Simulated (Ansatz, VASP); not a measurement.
## Na2Al2O in VASP and in Ansatz

```
CELL_PARAMETERS angstrom
2.20712 1.27428 6.58372
-2.20712 1.27428 6.58372
0.00000 -2.54856 6.58372
ATOMIC_POSITIONS crystal
Na 0.61314 0.61314 0.61314
Na 0.38686 0.38686 0.38686
Al 0.18703 0.18703 0.18703
Al 0.81297 0.81297 0.81297
O 0.50000 0.50000 0.50000
```

Alike in both runs: task single point; functional PBE; k mesh 6 × 6 × 6; occupations gaussian, width 0.1 eV; collinear spin.

|  | VASP | Ansatz |
| --- | --- | --- |
| version | VASP 6.6.1 | Ansatz 0.2.0 |
| potentials or method | VASP PAW PBE potentials, release 64 (Na_pv, Al, O) | scalar-relativistic, plane waves, PAW |
| plane-wave cutoff (eV) | 520 | 420 |
| valence electrons in the cell | 26 | 30 |

```csv
,VASP,Ansatz,Ansatz less VASP
gap on the k mesh at the Fermi level (eV),none,none,-
pressure (GPa),-0.2,-0.2,+0.04
largest component of the traceless stress (GPa),0.33,0.25,-0.083
rms of the force components (eV/Å),0.008,0.005,-0.0035
net moment per atom (μB),0.00,0.00,0.000
```

Atom by atom the forces differ by 0.007 eV/Å (rms over components). A gap of «none» marks a metal or a gap that the smearing closes. With one functional, cell and mesh, what is left measures potentials, basis and numerics. The two sets of potentials don't hold the same shells in valence. Ansatz warned: «seeded_moment_not_kept».
